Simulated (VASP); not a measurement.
Here is a VASP 6.6.1 calculation.

Contents of POSCAR:

```
MgO                                     
1.0
    0.0000000000      2.1048612689      2.1048612689
    2.1048612689      0.0000000000      2.1048612689
    2.1048612689      2.1048612689      0.0000000000
  Mg              O             
     1     1
Direct
     0.0000000000000000    0.0000000000000000    0.0000000000000000
     0.5000000000000000    0.5000000000000000    0.5000000000000000
```

Contents of INCAR.step1:

```
  PREC = Accurate
  ENCUT = 520
  EDIFF = 1E-5
  ISMEAR = 0
  SIGMA = 0.02
  LREAL = F
  LASPH = T
  NELM = 60
  ALGO = Normal
  ISIF = 2
  LWAVE = T
  LCHARG = F
  NBANDS = 11
  KPAR = 4
  GGA = PE
```

Contents of INCAR.step2:

```
  PREC = Accurate
  ENCUT = 520
  EDIFF = 1E-7
  ISMEAR = 0
  SIGMA = 0.02
  LREAL = F
  LASPH = T
  NELM = 60
  ALGO = Normal
  ISIF = 2
  LWAVE = F
  LCHARG = F
  GGA = PE
  LHFCALC = T
  HFSCREEN = 0.2
  PRECFOCK = Fast
  NBANDS = 11
  KPAR = 4
  ISTART = 1
```

File KPOINTS:

```
regular mesh
0
Gamma
  8 8 8
```

File KPOINTS_OPT:

```
path GXWKGLUWLK,UX
10
line-mode
reciprocal
 0.0000000000  0.0000000000  0.0000000000  G
 0.5000000000  0.0000000000  0.5000000000  X

 0.5000000000  0.0000000000  0.5000000000  X
 0.5000000000  0.2500000000  0.7500000000  W

 0.5000000000  0.2500000000  0.7500000000  W
 0.3750000000  0.3750000000  0.7500000000  K

 0.3750000000  0.3750000000  0.7500000000  K
 0.0000000000  0.0000000000  0.0000000000  G

 0.0000000000  0.0000000000  0.0000000000  G
 0.5000000000  0.5000000000  0.5000000000  L

 0.5000000000  0.5000000000  0.5000000000  L
 0.6250000000  0.2500000000  0.6250000000  U

 0.6250000000  0.2500000000  0.6250000000  U
 0.5000000000  0.2500000000  0.7500000000  W

 0.5000000000  0.2500000000  0.7500000000  W
 0.5000000000  0.5000000000  0.5000000000  L

 0.5000000000  0.5000000000  0.5000000000  L
 0.3750000000  0.3750000000  0.7500000000  K

 0.6250000000  0.2500000000  0.6250000000  U
 0.5000000000  0.0000000000  0.5000000000  X
```

Potentials or basis: VASP PAW PBE potentials, release 64 (Mg, O).

The run is started by

```bash
$ cat potpaw_PBE.64/Mg/POTCAR potpaw_PBE.64/O/POTCAR > POTCAR
$ cp INCAR.step1 INCAR
$ mpirun -np 4 vasp_std > vasp.out
$ cp INCAR.step2 INCAR
$ mpirun -np 4 vasp_std > vasp.out
```

Problem. What does it give for the pressure?

Solution. -1.3 GPa.

Problem. Estimate the band gap along the path.

Solution. 6.48 eV, direct.

Levels at the corners of the path, in eV from the valence-band top:
| point | band 1 | band 2 | band 3 | band 4 | band 5 | band 6 | band 7 | band 8 | band 9 |
| --- | --- | --- | --- | --- | --- | --- | --- | --- | --- |
| Γ | -18.84 | 0.00 | 0.00 | 0.00 | 6.48 | 17.79 | 17.79 | 17.79 | 21.72 |
| X | -17.21 | -4.39 | -1.47 | -1.47 | 10.88 | 11.89 | 15.40 | 21.42 | 21.42 |
| X | -17.21 | -4.39 | -1.47 | -1.47 | 10.88 | 11.89 | 15.40 | 21.42 | 21.42 |
| W | -17.15 | -3.17 | -3.17 | -1.90 | 13.69 | 13.69 | 14.24 | 17.66 | 24.28 |
| W | -17.15 | -3.17 | -3.17 | -1.90 | 13.69 | 13.69 | 14.24 | 17.66 | 24.28 |
| K | -17.19 | -3.75 | -2.90 | -1.25 | 11.95 | 13.84 | 14.72 | 20.43 | 20.54 |
| K | -17.19 | -3.75 | -2.90 | -1.25 | 11.95 | 13.84 | 14.72 | 20.43 | 20.54 |
| Γ | -18.84 | 0.00 | 0.00 | 0.00 | 6.48 | 17.79 | 17.79 | 17.79 | 21.72 |
| Γ | -18.84 | 0.00 | 0.00 | 0.00 | 6.48 | 17.79 | 17.79 | 17.79 | 21.72 |
| L | -17.48 | -4.94 | -0.71 | -0.71 | 9.70 | 14.91 | 18.36 | 18.36 | 23.08 |
| L | -17.48 | -4.94 | -0.71 | -0.71 | 9.70 | 14.91 | 18.36 | 18.36 | 23.08 |
| U | -17.19 | -3.75 | -2.90 | -1.25 | 11.95 | 13.84 | 14.72 | 20.43 | 20.54 |
| U | -17.19 | -3.75 | -2.90 | -1.25 | 11.95 | 13.84 | 14.72 | 20.43 | 20.54 |
| W | -17.15 | -3.17 | -3.17 | -1.90 | 13.69 | 13.69 | 14.24 | 17.66 | 24.28 |
| W | -17.15 | -3.17 | -3.17 | -1.90 | 13.69 | 13.69 | 14.24 | 17.66 | 24.28 |
| L | -17.48 | -4.94 | -0.71 | -0.71 | 9.70 | 14.91 | 18.36 | 18.36 | 23.08 |
| L | -17.48 | -4.94 | -0.71 | -0.71 | 9.70 | 14.91 | 18.36 | 18.36 | 23.08 |
| K | -17.19 | -3.75 | -2.90 | -1.25 | 11.95 | 13.84 | 14.72 | 20.43 | 20.54 |
| U | -17.19 | -3.75 | -2.90 | -1.25 | 11.95 | 13.84 | 14.72 | 20.43 | 20.54 |
| X | -17.21 | -4.39 | -1.47 | -1.47 | 10.88 | 11.89 | 15.40 | 21.42 | 21.42 |

Caveat: the PAW data sets were made with another functional, which shifts forces and pressure a little.

**Measured values to compare with.**

“Electronic structure of alkaline earth and post-transition metal oxides”, 2009, arxiv:0908.1581 quotes, for a bulk crystal of MgO: band gap 7.83 eV.

Measured gap of MgO: 7.83 eV (quoted in “Electronic structure of alkaline earth and post-transition metal oxides”, 2009, arxiv:0908.1581). This calculation gives 6.48 eV (-1.35 eV). The value is that of HSE06, without temperature or zero-point motion.
